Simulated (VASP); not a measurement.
# NdH2: structure and properties in VASP, part 5 of 10

What structure does NdH2 take at this level, and what are its properties? The start is a cell from a database of measured crystal structures.

VASP 6.6.1, plane waves and PAW; the level of theory is named at each step.

Still holding for the runs below: The magnetic order comes from the search above, where another run lay slightly lower; longer or canted patterns were not tried. DFT+U on an f shell has many metastable occupations, and no search among them was made.

So far, moment of the cell, from the last line of the log (μB): step 2 (magnetic order: ferromagnetic) 3.19; step 6 (full relaxation (PBEsol + U)) 3.23.

### Step 7. Second relaxation

Level of this step: PBEsol, DFT+U (Nd f 5 eV), spin-polarised from a ferromagnetic start; plane waves and PAW (Nd, H) (VASP).

A relaxation keeps the plane waves of the cell it began with, so it is repeated from the new cell, on a basis made for it. The mesh changes with the cell too.

The input, INCAR:

```
SYSTEM = NdH2
PREC = Accurate
ENCUT = 440
EDIFF = 1E-06
NELM = 150
ISMEAR = 0
SIGMA = 0.05
LREAL = .FALSE.
ALGO = Normal
GGA = PS
NBANDS = 17
ISPIN = 2
MAGMOM = 2.9 -0.01 -0.01
LDAU = .TRUE.
LDAUTYPE = 2
LDAUL = 3 -1
LDAUU = 5 0
LDAUJ = 0 0
LDAUPRINT = 1
LASPH = .TRUE.
LMAXMIX = 6
AMIX = 0.2
BMIX = 1E-04
AMIX_MAG = 0.8
BMIX_MAG = 1E-04
LORBIT = 11
LWAVE = .FALSE.
LCHARG = .FALSE.
KPAR = 8
IBRION = 2
NSW = 60
ISIF = 3
EDIFFG = -0.01
```

The input, POSCAR:

```
NdH2
1.0
    0.0000000000      2.6946752964      2.6946752964
    2.6946752964      0.0000000000      2.6946752964
    2.6946752964      2.6946752964      0.0000000000
Nd H
1 2
Direct
    0.0000000000      0.0000000000      0.0000000000
    0.2500000000      0.2500000000      0.2500000000
    0.7500000000      0.7500000000      0.7500000000
```

The input, KPOINTS:

```
Automatic mesh
0
Gamma
9 9 9
0 0 0
```

Potentials, in the order of the species: Nd and H (PBE family, release 64).

Run with:

```
> mpirun -np 8 vasp_std
```

Output:

```text
[... set-up lines as in an earlier step ...]
 entering main loop
       N       E                     dE             d eps       ncg     rms          rms(c)
DAV:   1     0.951666291550E+02    0.95167E+02   -0.55416E+03  2901   0.192E+03
DAV:   2    -0.413514988586E+01   -0.99302E+02   -0.89233E+02  3668   0.273E+02
DAV:   3    -0.137423239557E+02   -0.96072E+01   -0.92545E+01  3764   0.121E+02
DAV:   4    -0.141322101790E+02   -0.38989E+00   -0.37891E+00  4435   0.164E+01
DAV:   5    -0.141498991267E+02   -0.17689E-01   -0.17569E-01  3524   0.264E+00    0.447E+01
DAV:   6    -0.130239255886E+02    0.11260E+01   -0.38118E+01  3644   0.977E+01    0.698E+01
DAV:   7    -0.126774008481E+02    0.34652E+00   -0.40001E+00  3780   0.500E+01    0.430E+01
DAV:   8    -0.134887510456E+02   -0.81135E+00   -0.87536E+00  3635   0.429E+01    0.178E+01
DAV:   9    -0.141637804248E+02   -0.67503E+00   -0.71661E-01  4363   0.112E+01    0.129E+01
DAV:  10    -0.146707698768E+02   -0.50699E+00   -0.10165E-01  3995   0.279E+00    0.512E+00
DAV:  11    -0.146937483667E+02   -0.22978E-01   -0.61818E-02  3966   0.377E+00    0.395E+00
DAV:  12    -0.146534509947E+02    0.40297E-01   -0.39496E-02  4157   0.329E+00    0.311E+00
DAV:  13    -0.145792718719E+02    0.74179E-01   -0.15416E-01  3577   0.769E+00    0.243E+00
DAV:  14    -0.145741607267E+02    0.51111E-02   -0.25887E-02  4586   0.255E+00    0.182E+00
DAV:  15    -0.145731723179E+02    0.98841E-03   -0.25021E-03  3784   0.943E-01    0.145E+00
DAV:  16    -0.145666381542E+02    0.65342E-02   -0.33532E-02  3522   0.398E+00    0.338E-01
DAV:  17    -0.145663319327E+02    0.30622E-03   -0.35115E-03  4511   0.616E-01    0.272E-01
DAV:  18    -0.145663235083E+02    0.84244E-05   -0.21842E-03  3584   0.872E-01    0.696E-02
DAV:  19    -0.145664273293E+02   -0.10382E-03   -0.56240E-04  3683   0.506E-01    0.199E-01
DAV:  20    -0.145664355010E+02   -0.81717E-05   -0.14645E-05  3831   0.296E-02    0.592E-02
DAV:  21    -0.145664253940E+02    0.10107E-04   -0.82684E-06  3814   0.464E-02    0.599E-02
DAV:  22    -0.145664119976E+02    0.13396E-04   -0.17102E-04  3484   0.268E-01    0.198E-02
DAV:  23    -0.145664131144E+02   -0.11168E-05   -0.88875E-06  3862   0.192E-02    0.882E-03
DAV:  24    -0.145664132068E+02   -0.92432E-07   -0.50441E-07  1709   0.780E-03
   1 F= -.14566413E+02 E0= -.14565949E+02  d E =-.145664E+02  mag=     3.2423
 curvature:   0.00 expect dE= 0.000E+00 dE for cont linesearch  0.000E+00
 trial: gam= 0.00000 g(F)=  0.582E-49 g(S)=  0.154E-04 ort = 0.000E+00 (trialstep = 0.100E+01)
 search vector abs. value=  0.154E-04
 reached required accuracy - stopping structural energy minimisation
```

Elapsed: 22 s, on 8 MPI ranks of AMD EPYC 7R43, shared host; peak memory 1.5 GiB.

Parts of OUTCAR (step 7):

```text
   k-points           NKPTS =     35   k-points in BZ     NKDIM =     35   number of bands    NBANDS=     17

   ENCUT  =  440.0 eV  32.34 Ry    5.69 a.u.   6.52  6.52  6.52*2*pi/ulx,y,z

   NELECT =      16.0000    total number of electrons

atom =   1  type =  1  l = 3

 onsite density matrix

spin component  1

  0.3752 -0.0000 -0.4627 -0.0000  0.0000 -0.0000  0.0000
 -0.0000  0.0194 -0.0000 -0.0000 -0.0000  0.0000 -0.0000
 -0.4627 -0.0000  0.6141 -0.0000 -0.0000  0.0000  0.0000
 -0.0000 -0.0000 -0.0000  0.0168 -0.0000  0.0000  0.0000
  0.0000 -0.0000 -0.0000 -0.0000  0.6141 -0.0000  0.4627
 -0.0000  0.0000  0.0000  0.0000 -0.0000  0.9725  0.0000
  0.0000 -0.0000  0.0000  0.0000  0.4627  0.0000  0.3752

spin component  2

  0.0033  0.0000  0.0024 -0.0000  0.0000  0.0000 -0.0000
  0.0000  0.0151  0.0000 -0.0000 -0.0000  0.0000 -0.0000
  0.0024  0.0000  0.0020 -0.0000  0.0000  0.0000  0.0000
 -0.0000 -0.0000 -0.0000  0.0051 -0.0000  0.0000 -0.0000
  0.0000 -0.0000  0.0000 -0.0000  0.0020 -0.0000 -0.0024
  0.0000  0.0000  0.0000  0.0000 -0.0000  0.0002  0.0000
 -0.0000 -0.0000  0.0000 -0.0000 -0.0024  0.0000  0.0033

 occupancies and eigenvectors

  o =  0.0002  v =  0.0000  0.0000  0.0000  0.0000  0.0000  0.0000  0.0000  0.0002 -0.0000 -0.0002  0.0000  0.0012 -1.0000  0.0009      0.0000  0.0000  0.0000  0.0000  0.0000  0.0000  0.0000  0.0000  0.0000  0.0000  0.0000  0.0000  0.0000  0.0000
  o =  0.0002  v =  0.0000  0.0000  0.0000  0.0000  0.0000  0.0000  0.0000  0.0007 -0.0000 -0.0009  0.0000  0.7906  0.0015  0.6124      0.0000  0.0000  0.0000  0.0000  0.0000  0.0000  0.0000  0.0000  0.0000  0.0000  0.0000  0.0000  0.0000  0.0000
  o =  0.0002  v =  0.0000  0.0000  0.0000  0.0000  0.0000  0.0000  0.0000  0.6124  0.0000 -0.7906 -0.0000 -0.0009  0.0002 -0.0007      0.0000  0.0000  0.0000  0.0000  0.0000  0.0000  0.0000  0.0000  0.0000  0.0000  0.0000  0.0000  0.0000  0.0000
  o =  0.0051  v =  0.0000  0.0000  0.0000  0.0000  0.0000  0.0000  0.0000  0.0119  0.0000  0.0092 -0.0045 -0.6123  0.0000  0.7905      0.0000  0.0000  0.0000  0.0000  0.0000  0.0000  0.0000  0.0000  0.0000  0.0000  0.0000  0.0000  0.0000  0.0000
  o =  0.0051  v =  0.0000  0.0000  0.0000  0.0000  0.0000  0.0000  0.0000  0.7905 -0.0000  0.6123  0.0003  0.0092  0.0000 -0.0119      0.0000  0.0000  0.0000  0.0000  0.0000  0.0000  0.0000  0.0000  0.0000  0.0000  0.0000  0.0000  0.0000  0.0000
  o =  0.0051  v =  0.0000  0.0000  0.0000  0.0000  0.0000  0.0000  0.0000 -0.0002  0.0000 -0.0001  1.0000 -0.0028  0.0000  0.0036      0.0000  0.0000  0.0000  0.0000  0.0000  0.0000  0.0000  0.0000  0.0000  0.0000  0.0000  0.0000  0.0000  0.0000
  o =  0.0151  v =  0.0000  0.0000  0.0000  0.0000  0.0000  0.0000  0.0000 -0.0000 -1.0000 -0.0000 -0.0000 -0.0000  0.0000  0.0000      0.0000  0.0000  0.0000  0.0000  0.0000  0.0000  0.0000  0.0000  0.0000  0.0000  0.0000  0.0000  0.0000  0.0000
  o =  0.0168  v =  0.0000  0.0000 -0.0000  0.9240  0.2342  0.0000 -0.3024  0.0000  0.0000  0.0000  0.0000  0.0000  0.0000  0.0000      0.0000  0.0000  0.0000  0.0000  0.0000  0.0000  0.0000  0.0000  0.0000  0.0000  0.0000  0.0000  0.0000  0.0000
  o =  0.0168  v = -0.7906  0.0000 -0.6124 -0.0000  0.0000 -0.0000  0.0000  0.0000  0.0000  0.0000  0.0000  0.0000  0.0000  0.0000      0.0000  0.0000  0.0000  0.0000  0.0000  0.0000  0.0000  0.0000  0.0000  0.0000  0.0000  0.0000  0.0000  0.0000
  o =  0.0168  v =  0.0000 -0.0000 -0.0000 -0.3825  0.5658  0.0000 -0.7305  0.0000  0.0000  0.0000  0.0000  0.0000  0.0000  0.0000      0.0000  0.0000  0.0000  0.0000  0.0000  0.0000  0.0000  0.0000  0.0000  0.0000  0.0000  0.0000  0.0000  0.0000
  o =  0.0194  v =  0.0000 -1.0000 -0.0000  0.0000  0.0000 -0.0000 -0.0000  0.0000  0.0000  0.0000  0.0000  0.0000  0.0000  0.0000      0.0000  0.0000  0.0000  0.0000  0.0000  0.0000  0.0000  0.0000  0.0000  0.0000  0.0000  0.0000  0.0000  0.0000
  o =  0.9725  v =  0.0000 -0.0000 -0.0000 -0.0000 -0.0457  0.9983 -0.0354  0.0000  0.0000  0.0000  0.0000  0.0000  0.0000  0.0000      0.0000  0.0000  0.0000  0.0000  0.0000  0.0000  0.0000  0.0000  0.0000  0.0000  0.0000  0.0000  0.0000  0.0000
  o =  0.9725  v =  0.0000 -0.0000  0.0000  0.0000  0.7892  0.0578  0.6114  0.0000  0.0000  0.0000  0.0000  0.0000  0.0000  0.0000      0.0000  0.0000  0.0000  0.0000  0.0000  0.0000  0.0000  0.0000  0.0000  0.0000  0.0000  0.0000  0.0000  0.0000
  o =  0.9725  v =  0.6124  0.0000 -0.7906 -0.0000  0.0000 -0.0000  0.0000  0.0000  0.0000  0.0000  0.0000  0.0000  0.0000  0.0000      0.0000  0.0000  0.0000  0.0000  0.0000  0.0000  0.0000  0.0000  0.0000  0.0000  0.0000  0.0000  0.0000  0.0000

 E-fermi :   4.1640

 spin component 1
 k-point     1 :       0.0000    0.0000    0.0000
  band No.  band energies     occupation
    ...
      5      -2.8754      1.00000
      6       0.1947      1.00000
      7       0.1947      1.00000
      8       0.1948      1.00000
      9       2.2649      1.00000
     10       5.1291      0.00000
     11       5.1291      0.00000
     12       5.1291      0.00000
     13       5.1973      0.00000
     14       5.1973      0.00000
    ...

 k-point     2 :       0.1111    0.0000    0.0000
  band No.  band energies     occupation
    ...
      5      -2.5906      1.00000
      6       0.1747      1.00000
      7       0.1748      1.00000
      8       0.1958      1.00000
      9       1.7519      1.00000
     10       5.1496      0.00000
     11       5.1813      0.00000
     12       5.1815      0.00000
     13       5.3111      0.00000
     14       5.3112      0.00000
    ...

  Total        0.0178400      0.0178400      0.0178400     -0.0000000      0.0000000     -0.0000000
  in kB        0.7303913      0.7303913      0.7303913     -0.0000000      0.0000000     -0.0000000
  external PRESSURE =       0.7303913 kB  Pullay stress =       0.0000000 kB

 POSITION                                       TOTAL-FORCE (eV/Angst)
 -----------------------------------------------------------------------------------
      0.00000      0.00000      0.00000        -0.000000      0.000000      0.000000
      1.34734      1.34734      1.34734        -0.000000      0.000000     -0.000000
      4.04201      4.04201      4.04201         0.000000     -0.000000      0.000000
 -----------------------------------------------------------------------------------
    total drift:                               -0.000000      0.000000      0.000000

  FREE ENERGIE OF THE ION-ELECTRON SYSTEM (eV)
  ---------------------------------------------------
  free  energy   TOTEN  =       -14.5664132068 eV

  energy  without entropy=      -14.5654839244  energy(sigma->0) =      -14.56594857

 magnetization (x)
# of ion       s       p       d       f       tot
--------------------------------------------------
    1       -0.011  -0.108   0.074   2.955   2.910
    2       -0.011   0.001   0.000   0.000  -0.011
    3       -0.011   0.001   0.000   0.000  -0.011
--------------------------------------------------
tot         -0.034  -0.106   0.074   2.955   2.888

[... 4 parts as in an earlier step ...]

[... 17 further parts left out ...]
```

Little changed from the start: no atom moved by 0.005 Å and no cell edge by 0.1 %.

This step gave:

```
irreducible k-points                              : 35
free energy (TOTEN)                               : -14.57 eV
energy at zero smearing                           : -14.57 eV
Fermi energy                                      : 4.164 eV
pressure                                          : 0.07304 GPa
moment of the cell, from the last line of the log : 3.242 μB
SCF cycles over all ionic steps                   : 24
```

It ends with forces that vanish by symmetry and a pressure of 0.07 GPa. The volume moved by under 0.01 %: the run met its threshold at the first step.

(Continued in part 6 of 10.)

[Lines on the potential files, build, host, timing and source positions are cut from VASP's logs without a mark.]

[Logs are printed without paths, hosts, clocks, repeated set-up lines and the standing remarks that a program may print on its own settings, such as how far it seeks lower states.]

[Hosts, paths, dates, database ids (printed as entryN), source tags and the programs' standing remarks are cut or masked in the printed files.]

[A measured line is paired with the nearest computed mode of its activity, which favours agreement.]
